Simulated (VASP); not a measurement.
## TiCl4: relaxation of the atoms with PBE+D3(BJ)

TiCl4, in a box:

```
CELL_PARAMETERS angstrom
13.00000 0.00000 0.00000
0.00000 13.30000 0.00000
0.00000 0.00000 13.60000
ATOMIC_POSITIONS crystal
Ti 0.50000 0.50000 0.50000
Cl 0.59637 0.59420 0.59212
Cl 0.59637 0.40580 0.40788
Cl 0.40363 0.59420 0.40788
Cl 0.40363 0.40580 0.59212
```

```
Program                : VASP 6.6.1
Task                   : relaxation of the atoms
Functional             : PBE
Dispersion             : D3(BJ)
Potentials or basis    : VASP PAW PBE potentials, release 64 (Ti_sv, Cl)
Cutoff                 : 520 eV
k mesh                 : 1 × 1 × 1
Occupations            : gaussian, width 0.01 eV
Spin                   : no spin polarisation
Further INCAR settings : ALGO = Fast; EDIFF = 1e-07; IBRION = 2; EDIFFG = -0.02; NSW = 60
```

| Quantity | Value |
| --- | --- |
| Energy gained by relaxing | 0.9 meV/atom |
| Ionic steps | 3 |
| Gap between the frontier levels | 3.66 eV |
| Dispersion energy per atom | -0.046 eV |

Step by step:
| step | energy change (eV) | largest force (eV/Å) | pressure (GPa) |
| --- | --- | --- | --- |
| 1 | 0.0000 | 0.2017 | 0.04 |
| 2 | -0.0043 | 0.0231 | 0.00 |
| 3 | -0.0044 | 0.0007 | 0.00 |

Final structure:
```
Ti Cl
1.0
    13.00000    0.00000    0.00000
     0.00000   13.30000    0.00000
     0.00000    0.00000   13.60000
Ti Cl
1 4
Cartesian
  6.5000 6.6500 6.8000
  7.7592 7.9092 8.0592
  7.7592 5.3908 5.5408
  5.2408 7.9092 5.5408
  5.2408 5.3908 8.0592
```

Levels at points of the mesh, in eV from the valence-band top:
```csv
k point,band 17,band 18,band 19,band 20,band 21,band 22,band 23,band 24
"(0.00, 0.00, 0.00)",-0.79,0.00,0.00,0.00,3.66,3.66,4.45,4.45
```

Wall time 9.8 min on 1 thread of Intel(R) Xeon(R) Platinum 8488C (Sapphire Rapids) (shared host), peak memory 1.4 GiB.

Expect the measured gap to be larger: semilocal functionals such as PBE lack the derivative discontinuity.
